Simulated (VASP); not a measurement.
Wanted: the native input for a VASP 6.6.1 run.

```
Task                   : atomic charges
Functional             : PBE
Dispersion             : TS
Potentials or basis    : VASP PAW PBE potentials, release 64 (H, Pb_d, N, O)
Cutoff                 : 520 eV
k mesh                 : 8 × 6 × 6
Occupations            : fermi-dirac, width 0.05 eV
Spin                   : no spin polarisation
Further INCAR settings : ALGO = Fast; EDIFF = 1e-07
```

The structure of HPbNO4 lies in POSCAR:

```
HPbNO4
1.0
    4.2753100000     -0.0004000000      0.0063600000
   -2.0839900000      5.2077500000     -0.0490700000
   -2.1237700000     -1.8657400000      4.9149100000
H Pb N O
1 1 1 4
Direct
    0.9907300000      0.0333000000      0.9099400000
    0.5027400000      0.8198900000      0.1428700000
    0.0083800000      0.4740800000      0.5026500000
    0.9981600000      0.9274100000      0.0287700000
    0.1946700000      0.7343500000      0.6085200000
    0.8167300000      0.3588200000      0.2455600000
    0.0138100000      0.3312100000      0.6521700000
```

The cell was built by a generator and needn't be a form met in nature.

These files were run (other wordings do the same):

INCAR

```
PREC = Accurate ; ENCUT = 520
EDIFF = 1E-7 ; ISMEAR = -1
SIGMA = 0.05 ; LREAL = F
LASPH = T ; NELM = 60
ALGO = Fast ; ISIF = 2
LWAVE = F ; LCHARG = F
GGA = PE ; IVDW = 2
LORBIT = 11 ; KPAR = 4
```

KPOINTS

```
regular mesh
0
Gamma
  8 6 6
```

Potentials or basis: VASP PAW PBE potentials, release 64 (H, Pb_d, N, O).

Launch:

```bash
$ cat potpaw_PBE.64/H/POTCAR potpaw_PBE.64/Pb_d/POTCAR potpaw_PBE.64/N/POTCAR potpaw_PBE.64/O/POTCAR > POTCAR
$ mpirun -np 4 vasp_std > vasp.out
```

It gave:

```json
{
  "Pressure": "-0.1 GPa",
  "Largest force": "0.395 eV/Å",
  "Band gap on the k mesh": "2.79 eV, indirect (least direct gap 3.13 eV)",
  "Valence electrons inside the program's atomic spheres": "H 0.74; Pb 11.74; N 3.83; O 5.08, 5.06",
  "Hirshfeld charges": "H +0.09; Pb +0.53; N +0.24; O -0.35, -0.17, -0.18 e",
  "Dispersion energy per atom": "-0.069 eV"
}
```

Caveat: spin-orbit coupling is left out, which as a rule narrows the gap of such compounds by several tenths of an eV.

Run time: 3.2 min on 4 MPI ranks on Intel(R) Xeon(R) Platinum 8259CL CPU @ 2.50GHz (Skylake/Cascade Lake), with other jobs on the host, peak memory 0.53 GiB a rank.
